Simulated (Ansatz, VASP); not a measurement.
# PNO: VASP beside Ansatz

Wanted: the spread between two codes on one cell, functional and k mesh. The cell is taken from a series of runs on this material, whose earlier steps may have relaxed, scaled, displaced or heated it; both programs get it as it stands.

Calculated with Ansatz 0.2.0; plane waves, with VASP 6.6.1 beside it; single point at LDA.

## (1) The starting structure

Symmetry: Cc, No. 9, monoclinic system. The conventional cell has a = 6.556 Å, b = 6.572 Å, c = 4.620 Å, α = 90.00°, β = 130.96°, γ = 90.00°. P has 2 N at 1.55 Å and 2 O at 1.60 Å nearest. Nearest to N lie 2 P at 1.55 Å. O has 2 P at 1.60 Å nearest. Farther neighbours and most contacts between anions are not listed.

## (2) VASP: single point, LDA, pair 1

With cell and atoms fixed, the geometry can't cause a difference; cores, projectors, grids and the points listed under the comparison can.

Lines of VASP's logs that name or quote its potential files are left out, and so is its time.

INCAR

```
SYSTEM = PNO
PREC = Accurate
ENCUT = 520
EDIFF = 1E-06
NELM = 120
ISMEAR = 0
SIGMA = 0.01
LREAL = .FALSE.
ALGO = Normal
GGA = PW92
NBANDS = 22
LORBIT = 11
LWAVE = .FALSE.
LCHARG = .FALSE.
ISIF = 2
LASPH = .TRUE.
GGA_COMPAT = .FALSE.
EFERMI = MIDGAP
KPAR = 2
```

POSCAR

```
PNO
1.0
    3.2780022540     -3.2861133804      0.0000000000
    3.2780022540      3.2861133804      0.0000000000
   -3.0285518603      0.0000000000      3.4888659548
P N O
2 2 2
Direct
    0.7304096000      0.0103139200      0.0001670900
    0.0103139200      0.7304096000      0.5001670900
    0.7428647300      0.3825446200      0.2496326900
    0.3825446200      0.7428647300      0.7496326900
    0.8830896100      0.0007775200      0.7502002200
    0.0007775200      0.8830896100      0.2502002200
```

KPOINTS

```
Automatic mesh
0
Gamma
4 4 4
0 0 0
```

PAW data sets: P, N and O (LDA family, release 64).

Started as:

```sh
> mpirun -np 2 vasp_std
```

Numbers of over 12 decimals in the logs are rounded to 6 here.

Log:

```text
[banner, memory and clock lines left out]
running    2 mpi-ranks, on    1 nodes
 distrk:  each k-point on    1 cores,    2 groups
 distr:  one band on    1 cores,    1 groups

 POSCAR found type information on POSCAR P N O
 POSCAR found :  3 types and       6 ions
|                                                                             |
|               ----> ADVICE to this user running VASP <----                  |
|                                                                             |
|     You enforced a specific xc type in the INCAR file but a different       |
|     [... a line on the potential file left out ...]
|     I HOPE YOU KNOW WHAT YOU ARE DOING!                                     |
|                                                                             |

 LDA part: xc-table for (Slater(with rela. corr.)+PW92), standard interpolation
 POSCAR, INCAR and KPOINTS ok, starting setup
 FFT: planning ... GRIDC
 FFT: planning ... GRID_SOFT
 FFT: planning ... GRID
 WAVECAR not read
 entering main loop
       N       E                     dE             d eps       ncg     rms          rms(c)
DAV:   1     0.173173313043E+03    0.17317E+03   -0.16579E+04  1056   0.133E+03
DAV:   2    -0.456460444105E+02   -0.21882E+03   -0.21093E+03  1438   0.291E+02
DAV:   3    -0.564672616305E+02   -0.10821E+02   -0.10765E+02  1338   0.703E+01
DAV:   4    -0.565917590162E+02   -0.12450E+00   -0.12430E+00  1302   0.835E+00
DAV:   5    -0.565943104166E+02   -0.25514E-02   -0.25498E-02  1326   0.117E+00    0.285E+01
DAV:   6    -0.494657932768E+02    0.71285E+01   -0.24413E+01  1260   0.308E+01    0.139E+01
DAV:   7    -0.493725180967E+02    0.93275E-01   -0.14513E+00  1362   0.724E+00    0.437E+00
DAV:   8    -0.493159927871E+02    0.56525E-01   -0.86645E-02  1272   0.201E+00    0.159E+00
DAV:   9    -0.493058947451E+02    0.10098E-01   -0.13404E-02  1338   0.950E-01    0.231E-01
DAV:  10    -0.493060635831E+02   -0.16884E-03   -0.15029E-03  1284   0.284E-01    0.138E-01
DAV:  11    -0.493060700527E+02   -0.64696E-05   -0.14694E-04  1338   0.109E-01    0.525E-02
DAV:  12    -0.493060774414E+02   -0.73887E-05   -0.19384E-05  1308   0.367E-02    0.158E-02
DAV:  13    -0.493060787443E+02   -0.13029E-05   -0.30018E-06  1136   0.132E-02    0.682E-03
DAV:  14    -0.493060785991E+02    0.14513E-06   -0.56638E-07   882   0.629E-03
   1 F= -.49306079E+02 E0= -.49306079E+02  d E =0.000000E+00
```

OUTCAR, selected parts (step 2):

```text
ion  position               nearest neighbor table
   1  0.730  0.010  0.000-   3 1.55   4 1.55   5 1.60   6 1.60   2 2.87   2 2.87   2 2.95   2 2.95

  LATTYP: Found a base centered monoclinic cell.
 ALAT       =     6.5560045080
 B/A-ratio  =     1.0024744115
 C/A-ratio  =     0.7046960497
 COS(beta)  =    -0.6555320567

 Subroutine GETGRP returns: Found  2 space group operations
 (whereof  1 operations were pure point group operations)

The static configuration has the point symmetry C_1 .
 The point group associated with its full space group is C_1h.

 Found     24 irreducible k-points:

   k-points           NKPTS =     24   k-points in BZ     NKDIM =     24   number of bands    NBANDS=     22

   dimension x,y,z NGX =    36 NGY =   36 NGZ =   36
   dimension x,y,z NGXF=    72 NGYF=   72 NGZF=   72

   ENCUT  =  520.0 eV  38.22 Ry    6.18 a.u.   8.63  8.63  8.59*2*pi/ulx,y,z

   NELECT =      32.0000    total number of electrons

 k-points in reciprocal lattice and weights: Automatic mesh
   0.00000000  0.00000000  0.00000000       0.016
   0.25000000 -0.00000000  0.00000000       0.062
   0.50000000 -0.00000000  0.00000000       0.031
   0.25000000  0.25000000  0.00000000       0.031
   0.50000000  0.25000000  0.00000000       0.062
  -0.25000000  0.25000000  0.00000000       0.031
   0.50000000  0.50000000  0.00000000       0.016
   0.00000000  0.00000000  0.25000000       0.031
   0.25000000 -0.00000000  0.25000000       0.062
[...]
-0.25000000  0.25000000  0.50000000       0.031
   0.50000000  0.50000000  0.50000000       0.016

 average (electrostatic) potential at core
       1 -88.4971       2 -88.4971       3 -64.2793       4 -64.2793       5 -74.5571
       6 -74.5571

 E-fermi :   4.8593

 k-point     1 :       0.0000    0.0000    0.0000
  band No.  band energies     occupation
    ...
     12      -0.6393      2.00000
     13       0.4106      2.00000
     14       0.5285      2.00000
     15       1.7787      2.00000
     16       1.8272      2.00000
     17       7.3483      0.00000
     18       7.7913      0.00000
     19       9.8257      0.00000
     20      10.5969      0.00000
     21      10.9027      0.00000
    ...

 k-point     2 :       0.2500   -0.0000    0.0000
  band No.  band energies     occupation
    ...
     12      -0.6954      2.00000
     13       0.2968      2.00000
     14       0.5780      2.00000
     15       1.5052      2.00000
     16       1.7182      2.00000
     17       7.9258      0.00000
     18       8.5261      0.00000
     19       9.3131      0.00000
     20      10.5189      0.00000
     21      10.9683      0.00000
    ...

 k-point     3 :       0.5000   -0.0000    0.0000
  band No.  band energies     occupation
    ...
     12      -0.6385      2.00000
     13       0.4477      2.00000
     14       0.6128      2.00000
     15       1.1733      2.00000
     16       1.4587      2.00000
     17       8.6398      0.00000
     18       9.0265      0.00000
     19       9.9054      0.00000
     20      10.3889      0.00000
     21      10.6392      0.00000
    ...

  Total       -0.6338160     -0.7394716     -0.5974746      0.0000000      0.0000000      0.2291753
  in kB      -13.5103855    -15.7625337    -12.7357342      0.0000000      0.0000000      4.8850881
  external PRESSURE =     -14.0028845 kB  Pullay stress =       0.0000000 kB

  energy-cutoff  :      520.00
  volume of cell :       75.16
      direct lattice vectors                 reciprocal lattice vectors
     3.278002254 -3.286113380  0.000000000     0.152531927 -0.152155432  0.132407165
     3.278002254  3.286113380  0.000000000     0.152531927  0.152155432  0.132407165
    -3.028551860  0.000000000  3.488865955     0.000000000  0.000000000  0.286626088

 POSITION                                       TOTAL-FORCE (eV/Angst)
 -----------------------------------------------------------------------------------
      2.42759     -2.36632      0.00058        -0.000799     -0.024813      0.003109
      0.91331      2.36632      1.74502        -0.000799      0.024813      0.003109
      2.93307     -1.18405      0.87093         0.048219     -0.070145     -0.010454
      1.41879      1.18405      2.61537         0.048219      0.070145     -0.010454
      0.62530     -2.89938      2.61735        -0.047419     -0.040050      0.007344
      2.13957      2.89938      0.87292        -0.047419      0.040050      0.007344
 -----------------------------------------------------------------------------------
    total drift:                               -0.000674     -0.000000      0.000195

  FREE ENERGIE OF THE ION-ELECTRON SYSTEM (eV)
  ---------------------------------------------------
  free  energy   TOTEN  =       -49.3060785991 eV

  energy  without entropy=      -49.3060785991  energy(sigma->0) =      -49.30607860

 total charge
# of ion       s       p       d       tot
------------------------------------------
    1        0.915   1.517   0.000   2.432
    2        0.915   1.517   0.000   2.432
    3        1.227   2.744   0.000   3.971
    4        1.227   2.744   0.000   3.971
    5        1.550   3.671   0.000   5.222
    6        1.550   3.671   0.000   5.222
--------------------------------------------------
tot          7.385  15.865   0.000  23.250

[... 3 further parts left out ...]
```

The run ends at a pressure of -1.40 GPa, with forces up to 0.086 eV/Å.

## (3) Ansatz: single point, LDA, pair 1

Ansatz runs on its default PAW (the set named soft_2) files.

The same cell, functional (in two slightly different forms) and mesh now go to Ansatz, which takes its cutoff from its data sets.

input.yaml

```yaml
crystal:
  lattice:
    - [3.278002254, -3.2861133804, 0.0]
    - [3.278002254, 3.2861133804, 0.0]
    - [-3.0285518603, 0.0, 3.4888659548]
  atoms:
    - { symbol: P, position: [0.7304096, 0.01031392, 0.00016709] }
    - { symbol: P, position: [0.01031392, 0.7304096, 0.50016709] }
    - { symbol: "N", position: [0.74286473, 0.38254462, 0.24963269] }
    - { symbol: "N", position: [0.38254462, 0.74286473, 0.74963269] }
    - { symbol: O, position: [0.88308961, 0.00077752, 0.75020022] }
    - { symbol: O, position: [0.00077752, 0.88308961, 0.25020022] }
kpoints:
  mp_grid: { grid: [4, 4, 4] }
hamiltonian:
  xc: lda
scf:
  occupations: { method: fixed }
  n_extra_bands: 39
output:
  wannier:
    kmesh: [4, 4, 4]
    projections:
      - { species: "N", l: p, shell: 2 }
      - { species: O, l: p, shell: 2 }
      - { species: P, l: s, shell: 3 }
      - { species: P, l: p, shell: 3 }
    minimise: true
    write_hr: true
    seedname: w
    conv_tol: 1.0e-07
    max_iter: 4000
    disentanglement:
      window: [-1.5, 19.15]
      frozen_window: [-1.5, 12.02]
      conv_tol: 1.0e-08
```

Started as:

```sh
> ansatz run input.yaml --threads 8 --pin off --max-ram 14745MiB --backend cpu --events-out ev --progress --plain --runs-dir out
```

Log:

```text
scf.n_extra_bands = 39 over 16 filled bands (N_el = 32.0): the run solves 55 bands
Engine: ansatz 0.2.0, aarch64-unknown-linux-gnu
Pseudopotentials: kind: paw
Pseudopotential: P, paw, valence charge 5, recommended cutoff 420 eV (normal), P.paw.azcp
Pseudopotential: N, paw, valence charge 5, recommended cutoff 420 eV (normal), N.paw.azcp
Pseudopotential: O, paw, valence charge 6, recommended cutoff 420 eV (normal), O.paw.azcp
Functional definition: SPW92
  exchange = slater_x
  correlation = pw_c
Crystal: 6 atoms, lattice volume = 75.163 Å³
Basis set: ecut = 420 eV, 1455 PW (Γ)
Bands: 55, of which v1, the nominal top of the filled ones, is band 16 counted from 1 (15 counted from 0)
Symmetry: 2 space group operations
Space group: Cc (ITA 9), of the structure as read, at distance tolerance 4.2e-5 Å
k-points: 24 of 64 (time reversal used)
Non-local potential: P, projectors of the file, l = 0: 2, l = 1: 2, l = 2: 2
Non-local potential: N, projectors of the file, l = 0: 2, l = 1: 2, l = 2: 1
Non-local potential: O, projectors of the file, l = 0: 2, l = 1: 2, l = 2: 1
PAW form: soft (Blöchl's): semilocal exchange-correlation on the pseudo side does not see the compensation charge
PAW frozen core: P, regenerated for the run's functional, and the local potential with it (the file was generated under x = pbe(κ = 0.804, μ = 0.219515), c = pbe(β = 0.066725))
PAW frozen core: N, regenerated for the run's functional, and the local potential with it (the file was generated under x = pbe(κ = 0.804, μ = 0.219515), c = pbe(β = 0.066725))
PAW frozen core: O, regenerated for the run's functional, and the local potential with it (the file was generated under x = pbe(κ = 0.804, μ = 0.219515), c = pbe(β = 0.066725))
PAW one-centre angular grid: P, 110 points (default); XC on 64 Gauss nodes
PAW one-centre angular grid: N, 110 points (default); XC on 64 Gauss nodes
PAW one-centre angular grid: O, 110 points (default); XC on 64 Gauss nodes
Initial density: superposition of atomic densities (neutral atoms: chi_scale 0, normalization atom), corrected by the library's trained network
Initial wavefunctions: pseudopotential atomic-orbital guess
Functional: x = slater, c = lda
SCF iter   1: F=—  HF=-3312.559623 eV  |F-HF|=—  |Δ(HF+E_count)|=         —  Δρ=1.13e-2  dr2=8.54e-2  ethr=1.77e-3  ⟨swp⟩=5.0  Hψ=5226  notcnv=0  defer=872
preconditioner: auto → none  [insulator: Δε(μ)=4.877 eV  Ē_g=27.855 eV  n_scr=14 (ndim 8)  ℏωp=24.2 eV  f_vac=0.144  ε∞_Penn≈1.8]
SCF iter   2: F=—  HF=-3312.538447 eV  |F-HF|=—  |Δ(HF+E_count)|=   2.12e-2  Δρ=5.16e-3  dr2=1.04e-2  ethr=2.67e-4  ⟨swp⟩=3.1  Hψ=1821  notcnv=0  defer=886
SCF iter   3: F=—  HF=-3312.535083 eV  |F-HF|=—  |Δ(HF+E_count)|=   3.36e-3  Δρ=1.76e-3  dr2=9.86e-4  ethr=3.26e-5  ⟨swp⟩=2.9  Hψ=952  notcnv=0  defer=887
SCF iter   4: F=—  HF=-3312.534911 eV  |F-HF|=—  |Δ(HF+E_count)|=   1.72e-4  Δρ=8.15e-4  dr2=4.25e-4  ethr=3.08e-6  ⟨swp⟩=3.2  Hψ=1007  notcnv=0  defer=888
SCF iter   5: F=—  HF=-3312.534798 eV  |F-HF|=—  |Δ(HF+E_count)|=   1.13e-4  Δρ=9.26e-5  dr2=2.18e-6  ethr=1.33e-6  ⟨swp⟩=2.2  Hψ=822  notcnv=0  defer=887
SCF iter   6: F=—  HF=-3312.534796 eV  |F-HF|=—  |Δ(HF+E_count)|=   1.77e-6  Δρ=3.18e-5  dr2=2.03e-7  ethr=6.81e-9  ⟨swp⟩=2.9  Hψ=1134  notcnv=0  defer=882
SCF iter   7: F=-3312.534796 eV  HF=-3312.534796 eV  |F-HF|=2.80e-9  |Δ(HF+E_count)|=   2.78e-8  Δρ=4.33e-6  dr2=7.23e-9  ethr=3.13e-10  ⟨swp⟩=13.7  Hψ=11375  notcnv=0
SCF 1 converged in 7 iterations: F = -3312.534796 eV  dr2 = 7.23e-9
  greatest PAW one-centre occupation: 0.860 electrons in one spin orbital (limit 2), on the O atom at site 5 (counted from 0), in its partial waves of l = 0
NSCF: frozen V_eff on 26 k-points
the Wannier pass solved 26 of the 64 points of its mesh, and has the states at the others by symmetry: states obtained by the crystal's operations at points that were solved too leave a residual of 4.68e-13 eV (read by the count's bands and the next), within 1.67e-5 eV
SCF converged after 7 iterations
Free energy (F): -3312.534796 eV
Harris-Foulkes:  -3312.534796 eV  (|F-HF|=2.80e-9)
Internal energy: -3312.534796 eV  (E = F + TS)
E sigma→0 (E₀):  -3312.534796 eV
Fermi energy:    4.000094 eV
--- Per-component energies (eV) ---
  E_band       = -137.710713
  E_kinetic    = 781.627316
  E_local      = -1881.826635  (includes V_loc(G=0)·N_el)
  E_nonlocal   = 259.339415
  E_hartree    = 651.474801
  E_xc         = -389.976748
  E_vxc        = -465.191110  (∫ρ·V_xc dr)
  E_paw        = -1614.122127  (= ΣΔE_a)
  E_vpaw       = -134.616076  (= ΣTr[D̂ρ^β])
  E_aug_tail   = 0.005416  (compensation charges beyond the density's cutoff)
  E_ewald      = -1119.644868
  E_core_change = 0.588634  (= ΣΔE_core)
  E_smearing   = -0.000000  (= −TS)
  E_closure    = 0.000000  (closes the sum)
  Σ components = -3312.534796   (vs F -3312.534796, Δ=0.00e0)
--- Band table (eV; the first three rows and the last of 24) ---
  k-point 0: bands = [... 12 lower, 2.0562, 2.1715, 3.4163, 3.4616, 9.0186, 9.4463, 11.4966, 12.2559, ... 35 higher]
  k-point 1: bands = [... 12 lower, 1.8772, 2.1110, 3.2018, 3.3005, 9.8490, 10.6501, 11.2642, 12.1339, ... 35 higher]
  k-point 2: bands = [... 12 lower, 1.9133, 1.9133, 3.1325, 3.1325, 11.0059, 11.0059, 12.2200, 12.2200, ... 35 higher]
  k-point 23: bands = [... 12 lower, 2.6250, 2.6250, 3.0668, 3.0668, 10.4329, 10.4329, 11.6796, 11.6796, ... 35 higher]
Wannier search: line search 1 of at most 4000: gauge-dependent spread (as the search counts it) 45.7271923 Å², largest recent change 1.4e1 Å² and fall left 1.8e0 Å² against conv_tol 1.0e-7 Å², 0 stops escaped
WARN: <dir> 12 periodic images of 12 elements of H(R) lie 4.88e-4 to 1.95e-3 Å beyond their element's nearest image, near the 9.77e-4 Å window within which an element is shared among its images; whether they share it moves the interpolated H(k) by 3.3e-3 eV (Frobenius norm, root mean square over the Brillouin zone); at the model's own mesh points H(k) does not change
```

The column dr2 measures how far the density is from self-consistency, as an energy; F and HF (Harris–Foulkes) agree once it is small.

## (4) Side by side

Known differences besides the potentials themselves: fixed occupations in Ansatz, narrow Gaussian smearing in VASP; the cutoff is 420 eV in Ansatz and 520 eV in VASP; VASP's log shows a relativistic correction to its local exchange, Ansatz's none. Total energies have different zeros and are not compared.

The two programs side by side:

```
              quantity  Ansatz   VASP  difference
gap on the k mesh (eV)   5.019  4.978      +0.041
```

A gap on the mesh is an upper bound, since the band edges may lie between its points.

(Part 1 of 2 ends here.)

[Lines on the potential files, build, host, timing and source positions are cut from VASP's logs without a mark.]

[Logs are printed without paths, hosts, clocks, repeated set-up lines and the standing remarks that a program may print on its own settings, such as how far it seeks lower states.]

[Hosts, paths, dates, database ids (printed as entryN), source tags and the programs' standing remarks are cut or masked in the printed files.]
